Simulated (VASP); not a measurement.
Here is the system:

```
Rh
1.0
    0.00000     1.93207     1.93207
    1.93207     0.00000     1.93207
    1.93207     1.93207     0.00000
Rh
1
Direct
  0.00000   0.00000   0.00000
```

The numbers are results of vdW-DF2, VASP's PBE PAW potentials (set 64) (plane waves; VASP), not measurements. Settings: 520 eV cut-off, 16×16×16 Γ-centred mesh, first-order Methfessel-Paxton smearing of 0.10 eV, potentials Rh_pv.

Give the stress tensor in GPa (positive for a compressed cell).

```
14.07   0.00   0.00
 0.00  14.07   0.00
 0.00   0.00  14.07
```
The pressure is its mean diagonal, 14.07 GPa.

The compound is Rh in the fcc structure. This cell is one point of a volume scan, at 0.94 of the reference volume.
